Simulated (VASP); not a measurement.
The system is GaSb.

```
Ga Sb
1.0
     0.00000    3.05900    3.05900
     3.05900    0.00000    3.05900
     3.05900    3.05900    0.00000
Ga Sb
1 1
Cartesian
  0.0000 0.0000 0.0000
  1.5295 1.5295 1.5295
```

| Item | Value |
| --- | --- |
| Program | VASP 6.6.1 |
| Task | relaxation of cell and atoms |
| Functional | PBE |
| Potentials or basis | VASP PAW PBE potentials, release 64 (Ga_d, Sb) |
| Cutoff | 520 eV |
| k mesh | 10 × 10 × 10 |
| Occupations | gaussian, width 1 eV |
| Spin | no spin polarisation |

At the start: pressure 2.8 GPa; volume 28.62 Å³/atom.

How do energy, volume and symmetry change on relaxing?

Over 19 steps the energy falls by 14.5 meV/atom and the volume is 30.39 Å³/atom (+6.2 %); space group F-43m (No. 216, to 0.05 Å).

Step by step:
```
step  energy change (eV)  largest force (eV/Å)  pressure (GPa)  volume (Å³)
   1              0.0000                0.0000            2.79        57.25
   2             -0.0279                0.0000           -0.45        61.48
   3             -0.0289                0.0000           -0.02        60.77
   4             -0.0289                0.0000            0.05        60.69
   5             -0.0289                0.0000            0.04        60.70
   6             -0.0289                0.0000            0.04        60.70
   7             -0.0289                0.0000            0.05        60.70
   8             -0.0289                0.0000            0.05        60.70
   9             -0.0289                0.0000            0.05        60.70
  10             -0.0289                0.0000            0.05        60.70
  11             -0.0289                0.0000            0.03        60.71
  12             -0.0289                0.0000            0.04        60.71
  13             -0.0289                0.0000            0.03        60.72
  14             -0.0289                0.0000            0.02        60.73
  15             -0.0289                0.0000            0.01        60.76
  16             -0.0289                0.0000           -0.03        60.82
  17             -0.0289                0.0000            0.02        60.77
  18             -0.0289                0.0000           -0.02        60.79
  19             -0.0289                0.0000            0.01        60.78
```

Final structure:
```
Ga Sb
1.0
     0.00000    3.12070    3.12070
     3.12070    0.00000    3.12070
     3.12070    3.12070    0.00000
Ga Sb
1 1
Direct
  0.00000 0.00000 0.00000
  0.25000 0.25000 0.25000
```
